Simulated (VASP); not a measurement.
These are LDA (Ceperley-Alder, Perdew-Zunger), VASP's LDA PAW potentials (set 64) (plane waves; VASP) values and carry that method's errors.

A VASP calculation is set up with these files.

**KPOINTS**
```
Automatic mesh
0
Gamma
10 10 10
0 0 0
```

### POSCAR
```
Bi2Se3
18.7293140
  0.5000000117  -0.1097437591  -0.0012618243
  0.5000000117   0.1097437591  -0.0012618243
  0.4763886152   0.0000000000   0.1873477763
Bi Se
2 3
Cartesian
  0.5926363774   0.0000000000   0.0741901547
  0.8837522612  -0.0000000000   0.1106339730
  0.0000000000   0.0000000000   0.0000000000
  0.3087745781  -0.0000000000   0.0386544509
  1.1676140604  -0.0000000000   0.1461696769
```

INCAR:
```
! general
SYSTEM   =  Bi2Se3
PREC     =  Accurate
ENCUT    =  400   ! plane-wave cut-off (eV)
LREAL    =  .FALSE.   ! projection in real space or not
LASPH    =  .TRUE.   ! aspherical one-centre terms

! electronic loop
EDIFF    =  1E-7   ! SCF stop (eV)
NELM     =  100
ALGO     =  Normal   ! blocked Davidson
LMAXMIX  =  4   ! l cut-off of mixed one-centre charges

! smearing
ISMEAR   =  -5

! ions
ISIF     =  2   ! forces and stress, cell fixed

! output
LWAVE    =  .FALSE.
LCHARG   =  .TRUE.
LORBIT   =  11
NEDOS    =  601   ! DOS grid

! other
LEFG     =  .TRUE.
```

POTCAR, in this order: Bi_d Se (LDA.64 set). Program: vasp_std.

The resulting files:

### OUTCAR
```
 ion  position               nearest neighbor table
   1  0.401  0.401  0.401-   5 2.84   5 2.84   5 2.84   3 3.04   3 3.04   3 3.04
   2  0.599  0.599  0.599-   4 2.84   4 2.84   4 2.84   3 3.04   3 3.04   3 3.04
   3  0.000  0.000  0.000-   2 3.04   1 3.04   2 3.04   2 3.04   1 3.04   1 3.04
   4  0.209  0.209  0.209-   2 2.84   2 2.84   2 2.84
   5  0.791  0.791  0.791-   1 2.84   1 2.84   1 2.84
  LATTYP: Found a trigonal (rhomboedric) cell.
 ALAT       =     9.5876032773
 COS(alpha) =     0.9080793049
 Subroutine PRICEL returns:
 Original cell was already a primitive cell.
 Subroutine GETGRP returns: Found 12 space group operations
The static configuration has the point symmetry D_3d.
The dynamic configuration has the point symmetry D_3d.
 Subroutine INISYM returns: Found 12 space group operations
 Subroutine IBZKPT returns following result:
 Found    116 irreducible k-points:

 Following reciprocal coordinates:
            Coordinates               Weight
  0.000000  0.000000  0.000000      1.000000
  0.100000  0.000000 -0.000000      6.000000
  0.200000  0.000000 -0.000000      6.000000
  0.300000 -0.000000  0.000000      6.000000
  0.400000 -0.000000 -0.000000      6.000000
...
```

File OSZICAR:
```
       N       E                     dE             d eps       ncg     rms          rms(c)
DAV:   1     0.432229945524E+03    0.43223E+03   -0.20377E+04  6496   0.149E+03
DAV:   2     0.272374989512E+02   -0.40499E+03   -0.39394E+03  6960   0.407E+02
DAV:   3    -0.219729445448E+02   -0.49210E+02   -0.47118E+02  8456   0.154E+02
DAV:   4    -0.240834399478E+02   -0.21105E+01   -0.20852E+01  7580   0.324E+01
DAV:   5    -0.241754106825E+02   -0.91971E-01   -0.91732E-01  9012   0.647E+00    0.547E+00
DAV:   6    -0.234395059677E+02    0.73590E+00   -0.18877E+00  7936   0.812E+00    0.357E+00
DAV:   7    -0.234299692721E+02    0.95367E-02   -0.37663E-01  7328   0.280E+00    0.173E+00
DAV:   8    -0.234287247833E+02    0.12445E-02   -0.64229E-02  9092   0.133E+00    0.493E-01
DAV:   9    -0.234264297997E+02    0.22950E-02   -0.10776E-02  8336   0.599E-01    0.132E-01
DAV:  10    -0.234264207663E+02    0.90334E-05   -0.25705E-03  7536   0.260E-01    0.473E-02
DAV:  11    -0.234264464060E+02   -0.25640E-04   -0.47908E-04  8536   0.111E-01    0.326E-02
DAV:  12    -0.234264469626E+02   -0.55659E-06   -0.53618E-05  8408   0.493E-02    0.159E-02
DAV:  13    -0.234264462293E+02    0.73325E-06   -0.17863E-05  8192   0.356E-02    0.742E-03
DAV:  14    -0.234264456943E+02    0.53504E-06   -0.22861E-06  8056   0.100E-02    0.133E-03
DAV:  15    -0.234264457615E+02   -0.67186E-07   -0.65873E-07  6668   0.391E-03
   1 F= -.23426446E+02 E0= -.23426446E+02  d E =0.000000E+00
```

### OUTCAR
```
------------------------ aborting loop because EDIFF is reached ----------------------------------------
  FORCE on cell =-STRESS in cart. coord.  units (eV):
  Direction    XX          YY          ZZ          XY          YZ          ZX
  --------------------------------------------------------------------------------------
  Total        0.0062106     -0.0685898     -0.0674175     -0.0000000      0.0000000      0.0093640
  in kB        0.0731929     -0.8083474     -0.7945322     -0.0000000      0.0000000      0.1103570
  external PRESSURE =      -0.5098956 kB  Pullay stress =       0.0000000 kB
  volume of cell :      135.95
      direct lattice vectors                 reciprocal lattice vectors
     9.364657218 -2.055425324 -0.023633103     0.053051796 -0.243258655 -0.134900303
     9.364657218  2.055425324 -0.023633103     0.053051796  0.243258655 -0.134900303
     8.922431961  0.000000000  3.508895330     0.000714629  0.000000000  0.283172817
 POSITION                                       TOTAL-FORCE (eV/Angst)
 -----------------------------------------------------------------------------------
     11.09967      0.00000      1.38953        -0.007638      0.000000     -0.000956
     16.55207      0.00000      2.07210         0.007638      0.000000      0.000956
      0.00000      0.00000      0.00000        -0.000000      0.000000      0.000000
      5.78314      0.00000      0.72397        -0.002042      0.000000     -0.000256
     21.86861      0.00000      2.73766         0.002042      0.000000      0.000256
 -----------------------------------------------------------------------------------
    total drift:                               -0.000000     -0.000000     -0.000000
  FREE ENERGIE OF THE ION-ELECTRON SYSTEM (eV)
  ---------------------------------------------------
  free  energy   TOTEN  =       -23.4264457615 eV

  energy  without entropy=      -23.4264457615  energy(sigma->0) =      -23.42644576

 total charge

# of ion       s       p       d       tot
------------------------------------------
    1        1.618   1.104   9.962  12.683
    2        1.618   1.104   9.962  12.683
    3        1.480   2.322   0.024   3.826
    4        1.499   2.256   0.026   3.781
    5        1.499   2.256   0.026   3.781
--------------------------------------------------
tot          7.713   9.040  20.001  36.754

 Electric field gradients after diagonalization (V/A^2)
 (convention: |V_zz| > |V_xx| > |V_yy|)
----------------------------------------------------------------------
 ion       V_xx      V_yy      V_zz     asymmetry (V_yy - V_xx)/ V_zz
----------------------------------------------------------------------
   1      -4.486    -4.486     8.972       0.000
   2      -4.486    -4.486     8.972       0.000
   3     -32.947   -32.947    65.895       0.000
   4       2.955     2.955    -5.911       0.000
   5       2.955     2.955    -5.911       0.000
```
(Selected blocks of OUTCAR.)

The compound is Bi2Se3 in the tetradymite structure. It was relaxed first.
